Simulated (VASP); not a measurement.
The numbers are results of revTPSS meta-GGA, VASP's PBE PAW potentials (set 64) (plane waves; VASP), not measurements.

The input files of a VASP run:

### POSCAR
```
SnO2
1
    4.8035121017     0.0000000000     0.0000000000
    0.0000000000     4.8035121017     0.0000000000
    0.0000000000     0.0000000000     3.2437828757
Sn O
2 4
Direct
  0.0000000000   0.0000000000   0.0000000000
  0.5000000000   0.5000000000   0.5000000000
  0.3062135817   0.3062135817   0.0000000000
  0.8062135817   0.1937864183   0.5000000000
  0.1937864183   0.8062135817   0.5000000000
  0.6937864183   0.6937864183   0.0000000000
```

### INCAR
```
SYSTEM = SnO2
LMIXTAU = T
LWAVE = F
PREC = Accurate
ENCUT = 520
LASPH = T   # aspherical one-centre terms
LREAL = F   # projection in real space or not
NEDOS = 601
LMAXMIX = 4
ISIF = 2   # forces and stress, cell fixed
ALGO = Normal
LORBIT = 11
LEFG = T
EDIFF = 1E-7   # SCF stop (eV)
LCHARG = F
ISMEAR = -5   # tetrahedra, Bloechl
NELM = 100   # most electronic steps
METAGGA = RTPSS
```

### KPOINTS
```
K-points
0
gamma
 5 5 8
0 0 0
```

KPOINTS_OPT:
```
k-points along high-symmetry lines
6
Line-mode
Reciprocal
  0.000000   0.000000   0.000000 ! GAMMA
  0.000000   0.500000   0.000000 ! X

  0.000000   0.500000   0.000000 ! X
  0.500000   0.500000   0.000000 ! M

  0.500000   0.500000   0.000000 ! M
  0.000000   0.000000   0.000000 ! GAMMA

  0.000000   0.000000   0.000000 ! GAMMA
  0.000000   0.000000   0.500000 ! Z

  0.000000   0.000000   0.500000 ! Z
  0.000000   0.500000   0.500000 ! R

  0.000000   0.500000   0.500000 ! R
  0.500000   0.500000   0.500000 ! A

  0.500000   0.500000   0.500000 ! A
  0.000000   0.000000   0.500000 ! Z

  0.000000   0.500000   0.000000 ! X
  0.000000   0.500000   0.500000 ! R

  0.500000   0.500000   0.000000 ! M
  0.500000   0.500000   0.500000 ! A
```

POTCAR, in this order: Sn_d O (PBE.64 set). Program: vasp_std.

Unless said otherwise, spin-orbit coupling is left out, though it shifts the bands of the heavy elements here.

### Question
What does the run give for the energy per atom (σ→0), band gap (over mesh and band path)?

### Answer

| Item | Value |
|---|---|
| energy per atom (σ→0) | -1.272 eV/atom |
| band gap (over mesh and band path) | 0.87 eV |

OSZICAR:
```
...
DAV:  17    -0.763017425724E+01   -0.95404E-04   -0.17332E-04  2345   0.120E-01    0.129E-02
DAV:  18    -0.763016928395E+01    0.49733E-05   -0.25451E-05  2613   0.778E-02    0.136E-02
DAV:  19    -0.763016784870E+01    0.14352E-05   -0.67827E-06  2711   0.463E-02    0.914E-03
DAV:  20    -0.763016953853E+01   -0.16898E-05   -0.25435E-06  2503   0.139E-02    0.168E-03
DAV:  21    -0.763016953912E+01   -0.58208E-09   -0.14894E-07  1481   0.397E-03
   1 F= -.76301695E+01 E0= -.76301695E+01  d E =0.000000E+00
       N       E                     dE             ncg
       N       E                     dE             ncg
```

The compound is SnO2 in the rutile structure. It was relaxed first.
